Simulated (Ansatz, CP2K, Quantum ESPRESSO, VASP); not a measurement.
Mn: 4 runs at one level of theory

```xyz
1
Lattice="2.6143 0.0000 0.0000 0.0000 2.6143 0.0000 0.0000 0.0000 23.8000" Properties=species:S:1:pos:R:3 pbc="T T T"
Mn    0.0000    0.0000    7.0001
```

Alike in all runs: functional PBE; k mesh 10 × 10 × 1; occupations fermi-dirac, width 0.05 eV; collinear spin, ferromagnetic start; no spin-orbit coupling.

```tsv
program and potentials	plane-wave cutoff (eV)	notes	band gap (eV)	net moment per atom (μB)
Ansatz, all-electron LAPW, scalar-relativistic	-	-	no gap	4.32
Quantum ESPRESSO, PseudoDojo 0.4.1 SR PBE standard	1306	15 valence electrons an atom on average	?	?
CP2K, GTH_POTENTIALS Mn GTH-PBE-q15; TZVP-MOLOPT-SR-GTH basis	-	atomic basis; 15 valence electrons an atom on average	-	4.38
VASP, PBE PAW files Mn_pv, 520 eV	520	13 valence electrons an atom on average	no gap	4.32
```

Problem. Estimate from the other rows what the run with Quantum ESPRESSO, PseudoDojo 0.4.1 SR PBE standard gave.

Solution. No band gap; net moment per atom 4.34 μB. The other rows, which needn't bracket it: net moment per atom 4.32 to 4.38.
